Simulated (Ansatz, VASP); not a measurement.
**Cross-check of SnSe2 between VASP and Ansatz**

Aim: how closely do two programs agree when they are given the same cell, functional and k mesh? The cell is taken from a series of runs on this material, whose earlier steps may have relaxed, scaled, displaced or heated it; both programs get it as it stands.

Calculated with Ansatz 0.2.0; plane waves, with VASP 6.6.1 beside it; single point at PBE, spin-orbit coupling.

## (1) The starting structure

The cell holds 6 atoms: 2 Sn and 4 Se. Cell: a = 3.824 Å, b = 3.824 Å, c = 43.500 Å, α = 90.0°, β = 90.0°, γ = 120.0°. Vacuum lies along c.

As a file:

```cif
data_structure
_symmetry_space_group_name_H-M 'P 1'
_symmetry_Int_Tables_number 1
_cell_length_a 3.8236
_cell_length_b 3.8236
_cell_length_c 43.5000
_cell_angle_alpha 90.000
_cell_angle_beta 90.000
_cell_angle_gamma 120.000
_cell_volume 550.76
loop_
_atom_site_label
_atom_site_type_symbol
_atom_site_fract_x
_atom_site_fract_y
_atom_site_fract_z
_atom_site_occupancy
Sn1 Sn 0.00000 0.00000 0.42032 1
Sn2 Sn 0.00000 0.00000 0.57968 1
Se3 Se 0.33333 0.66667 0.45710 1
Se4 Se 0.66667 0.33333 0.38355 1
Se5 Se 0.66667 0.33333 0.61645 1
Se6 Se 0.33333 0.66667 0.54290 1
```

## (2) VASP: single point, PBE, spin-orbit coupling

A single point gives forces, pressure and levels at one fixed geometry, so differences don't come from the geometry; what else differs is listed under the comparison.

Lines of VASP's logs that name or quote its potential files are left out, and so is its time.

INCAR reads:

```
SYSTEM = SnSe2
PREC = Accurate
ENCUT = 400
EDIFF = 1E-06
NELM = 200
ISMEAR = -1
SIGMA = 0.02
LREAL = .FALSE.
ALGO = Normal
GGA = PE
LNONCOLLINEAR = .TRUE.
MAGMOM = 0 0 0 0 0 0 0 0 0 0 0 0 0 0 0 0 0 0
NBANDS = 64
GGA_COMPAT = .FALSE.
LASPH = .TRUE.
LSORBIT = .TRUE.
LORBIT = 11
LWAVE = .FALSE.
LCHARG = .FALSE.
ISIF = 2
LDIPOL = .TRUE.
IDIPOL = 3
DIPOL = 0.5 0.5 0.5
LVHAR = .TRUE.
EFERMI = MIDGAP
NELMDL = -8
KPAR = 2
```

POSCAR reads:

```
SnSe2
1.0
    3.8236047219      0.0000000000      0.0000000000
   -1.9118023609      3.3113388232      0.0000000000
    0.0000000000      0.0000000000     43.5000000000
Sn Se
2 4
Direct
    0.0000000000      0.0000000000      0.4203222531
    0.0000000000      0.0000000000      0.5796777469
    0.3333333333      0.6666666667      0.4571002177
    0.6666666667      0.3333333333      0.3835456328
    0.6666666667      0.3333333333      0.6164543672
    0.3333333333      0.6666666667      0.5428997823
```

KPOINTS reads:

```
Automatic mesh
0
Gamma
6 6 1
0 0 0
```

Potentials, in the order of the species: Sn_d and Se (PBE family, release 64).

Command:

```sh
mpirun -np 2 vasp_ncl
```

Numbers of over 12 decimals in the logs are rounded to 6 here.

The program printed:

```text
[banner, memory and clock lines left out]
running    2 mpi-ranks, on    1 nodes
 distrk:  each k-point on    1 cores,    2 groups
 distr:  one band on    1 cores,    1 groups

 POSCAR found type information on POSCAR SnSe
 POSCAR found :  2 types and       6 ions
 LDA part: xc-table for (Slater+PW92), standard interpolation
 POSCAR, INCAR and KPOINTS ok, starting setup
 FFT: planning ... GRIDC
 FFT: planning ... GRID_SOFT
 FFT: planning ... GRID
 WAVECAR not read
 entering main loop
       N       E                     dE             d eps       ncg     rms          rms(c)
DAV:   1     0.404526264754E+03    0.40453E+03   -0.19035E+04  1544   0.109E+03
DAV:   2     0.314159117744E+02   -0.37311E+03   -0.36626E+03  1648   0.267E+02
DAV:   3    -0.220195593673E+02   -0.53435E+02   -0.53085E+02  1568   0.124E+02
DAV:   4    -0.243157608324E+02   -0.22962E+01   -0.22855E+01  1544   0.296E+01
DAV:   5    -0.243854396605E+02   -0.69679E-01   -0.69588E-01  1672   0.501E+00
DAV:   6    -0.243882999756E+02   -0.28603E-02   -0.28593E-02  1784   0.957E-01
DAV:   7    -0.243884351432E+02   -0.13517E-03   -0.13515E-03  1912   0.182E-01
DAV:   8    -0.243884373140E+02   -0.21708E-05   -0.21703E-05  1808   0.249E-02    0.694E+00
DAV:   9    -0.238761268698E+02    0.51231E+00   -0.10212E+00  1728   0.923E+00    0.445E+00
DAV:  10    -0.238417239511E+02    0.34403E-01   -0.43311E-01  1624   0.339E+00    0.148E+00
DAV:  11    -0.238403587747E+02    0.13652E-02   -0.23098E-02  1656   0.118E+00    0.539E-01
DAV:  12    -0.238387391382E+02    0.16196E-02   -0.11817E-02  1656   0.810E-01    0.189E-01
DAV:  13    -0.238390503946E+02   -0.31126E-03   -0.14542E-03  1544   0.295E-01    0.607E-02
DAV:  14    -0.238390982635E+02   -0.47869E-04   -0.16340E-04  1440   0.802E-02    0.287E-02
[...]
DAV:  20    -0.238393933852E+02   -0.37012E-04   -0.16915E-06  1088   0.349E-03    0.137E-03
DAV:  21    -0.238394161977E+02   -0.22812E-04   -0.67962E-07  1024   0.228E-03    0.733E-04
DAV:  22    -0.238394287628E+02   -0.12565E-04   -0.15987E-07   944   0.157E-03    0.603E-04
DAV:  23    -0.238394424099E+02   -0.13647E-04   -0.15280E-07   920   0.127E-03    0.362E-04
DAV:  24    -0.238394450359E+02   -0.26260E-05   -0.60846E-08   920   0.824E-04    0.221E-04
DAV:  25    -0.238394466461E+02   -0.16102E-05   -0.11723E-08   864   0.549E-04    0.141E-04
DAV:  26    -0.238394485587E+02   -0.19126E-05   -0.29139E-08   872   0.448E-04    0.106E-04
DAV:  27    -0.238394488191E+02   -0.26039E-06   -0.10963E-09   832   0.274E-04
   1 F= -.23839449E+02 E0= -.23839449E+02  d E =-.369855E-07  mag=     0.0000     0.0000     0.0000
```

Parts of OUTCAR (step 2):

```text
ion  position               nearest neighbor table
   1  0.000  0.000  0.420-   4 2.73   4 2.73   4 2.73   3 2.73   3 2.73   3 2.73
   2  0.000  0.000  0.580-   5 2.73   5 2.73   5 2.73   6 2.73   6 2.73   6 2.73
   3  0.333  0.667  0.457-   1 2.73   1 2.73   1 2.73
   4  0.667  0.333  0.384-   1 2.73   1 2.73   1 2.73
   5  0.667  0.333  0.616-   2 2.73   2 2.73   2 2.73
   6  0.333  0.667  0.543-   2 2.73   2 2.73   2 2.73

  LATTYP: Found a hexagonal cell.
 ALAT       =     3.8236047219
 C/A-ratio  =    11.3766989958

 Subroutine GETGRP returns: Found 12 space group operations
 (whereof 12 operations were pure point group operations)

The static configuration has the point symmetry D_3h.

 Found     10 irreducible k-points:

   k-points           NKPTS =     10   k-points in BZ     NKDIM =     10   number of bands    NBANDS=     64

   dimension x,y,z NGX =    28 NGY =   28 NGZ =  288
   dimension x,y,z NGXF=    56 NGYF=   56 NGZF=  576

   ENCUT  =  400.0 eV  29.40 Ry    5.42 a.u.   6.24  6.24 70.94*2*pi/ulx,y,z

   NELECT =      52.0000    total number of electrons

 k-points in reciprocal lattice and weights: Automatic mesh
   0.00000000  0.00000000  0.00000000       0.028
   0.16666667  0.00000000  0.00000000       0.083
  -0.16666667 -0.00000000  0.00000000       0.083
   0.33333333  0.00000000  0.00000000       0.083
  -0.33333333 -0.00000000  0.00000000       0.083
   0.50000000  0.00000000  0.00000000       0.083
   0.16666667  0.16666667  0.00000000       0.167
   0.33333333  0.16666667  0.00000000       0.167
  -0.33333333 -0.16666667  0.00000000       0.167
   0.33333333  0.33333333  0.00000000       0.056

 dipolmoment           0.000000      0.000000      0.000000 electrons x Angstroem

 average (electrostatic) potential at core
       1-109.8976       2-109.8976       3 -60.5564       4 -60.5464       5 -60.5464
       6 -60.5564

 E-fermi :  -2.7781

 k-point     1 :       0.0000    0.0000    0.0000
  band No.  band energies     occupation
    ...
     48      -3.3390      1.00000
     49      -3.1037      1.00000
     50      -3.1037      1.00000
     51      -3.0605      1.00000
     52      -3.0605      1.00000
     53      -1.7316      0.00000
     54      -1.7316      0.00000
     55      -1.2132      0.00000
     56      -1.2132      0.00000
     57      -0.0931      0.00000
    ...

 k-point     2 :       0.1667    0.0000    0.0000
  band No.  band energies     occupation
    ...
     48      -3.7903      1.00000
     49      -3.1669      1.00000
     50      -3.1669      1.00000
     51      -3.1226      1.00000
     52      -3.1226      1.00000
     53      -0.9939      0.00000
     54      -0.9939      0.00000
     55      -0.7821      0.00000
     56      -0.7821      0.00000
     57       0.5901      0.00000
    ...

 k-point     3 :      -0.1667   -0.0000    0.0000
  band No.  band energies     occupation
    ...
     48      -3.7903      1.00000
     49      -3.1669      1.00000
     50      -3.1669      1.00000
     51      -3.1226      1.00000
     52      -3.1226      1.00000
     53      -0.9939      0.00000
     54      -0.9939      0.00000
     55      -0.7821      0.00000
     56      -0.7821      0.00000
     57       0.5901      0.00000
    ...

  Total        1.8724132      1.8724132      1.2309304      0.0000000      0.0000000      0.0000000
  in kB        5.4468624      5.4468624      3.5807847      0.0000000      0.0000000      0.0000000
  external PRESSURE =       4.8248365 kB  Pullay stress =       0.0000000 kB

  energy-cutoff  :      400.00
  volume of cell :      550.76
      direct lattice vectors                 reciprocal lattice vectors
     3.823604722  0.000000000  0.000000000     0.261533310  0.150996327  0.000000000
    -1.911802361  3.311338823  0.000000000     0.000000000  0.301992654  0.000000000
     0.000000000  0.000000000 43.500000000     0.000000000  0.000000000  0.022988506

 POSITION                                       TOTAL-FORCE (eV/Angst)
 -----------------------------------------------------------------------------------
      0.00000      0.00000     18.28402        -0.000000      0.000000     -0.031419
      0.00000      0.00000     25.21598        -0.000000      0.000000      0.031419
     -0.00000      2.20756     19.88386        -0.000000     -0.000000      0.026392
      1.91180      1.10378     16.68424         0.000000      0.000000     -0.116214
      1.91180      1.10378     26.81576         0.000000      0.000000      0.116214
     -0.00000      2.20756     23.61614        -0.000000      0.000000     -0.026392
 -----------------------------------------------------------------------------------
    total drift:                               -0.000000      0.000000      0.000000

  FREE ENERGIE OF THE ION-ELECTRON SYSTEM (eV)
  ---------------------------------------------------
  free  energy   TOTEN  =       -23.8394488191 eV

  energy  without entropy=      -23.8394487821  energy(sigma->0) =      -23.83944880

 vacuum level on the upper side and lower side of the slab         2.822         2.822

 Spin-Orbit-Coupling matrix elements
 Ion:    1  E_soc:     -0.0898147
 Ion:    2  E_soc:     -0.0898147
 Ion:    3  E_soc:     -0.0464807
 Ion:    4  E_soc:     -0.0465175
 Ion:    5  E_soc:     -0.0465175
 Ion:    6  E_soc:     -0.0464807

 total charge
# of ion       s       p       d       tot
------------------------------------------
    1        1.058   1.008  10.094  12.159
    2        1.058   1.008  10.094  12.159
    3        1.484   2.308   0.025   3.818
    4        1.483   2.308   0.025   3.816
    5        1.483   2.308   0.025   3.816
    6        1.484   2.308   0.025   3.818
--------------------------------------------------
tot          8.049  11.248  20.288  39.586

 magnetization (x)
# of ion       s       p       d       tot
------------------------------------------
    1        0.000  -0.000  -0.000  -0.000
    2        0.000   0.000   0.000   0.000
    3       -0.000   0.000   0.000   0.000
    4       -0.000   0.000   0.000   0.000
    5        0.000  -0.000  -0.000  -0.000
    6        0.000  -0.000  -0.000  -0.000
--------------------------------------------------
tot          0.000  -0.000   0.000   0.000

 magnetization (y)
# of ion       s       p       d       tot
------------------------------------------
    1       -0.000   0.000   0.000  -0.000
    2        0.000   0.000   0.000   0.000
    3        0.000   0.000   0.000   0.000
    4        0.000   0.000   0.000   0.000
    5        0.000  -0.000   0.000  -0.000
    6       -0.000   0.000   0.000  -0.000
--------------------------------------------------
tot          0.000  -0.000   0.000  -0.000

 magnetization (z)
# of ion       s       p       d       tot
------------------------------------------
    1       -0.000  -0.000  -0.000  -0.000
    2       -0.000  -0.000  -0.000  -0.000
    3        0.000   0.000   0.000   0.000
    4       -0.000  -0.000  -0.000  -0.000
    5       -0.000  -0.000   0.000  -0.000
    6        0.000   0.000   0.000   0.000
--------------------------------------------------
tot          0.000   0.000   0.000   0.000

[... 3 further parts left out ...]
```

[end of part 1 of 2]

[Lines on the potential files, build, host, timing and source positions are cut from VASP's logs without a mark.]

[Logs are printed without paths, hosts, clocks, repeated set-up lines and the standing remarks that a program may print on its own settings, such as how far it seeks lower states.]

[Hosts, paths, dates, database ids (printed as entryN), source tags and the programs' standing remarks are cut or masked in the printed files.]
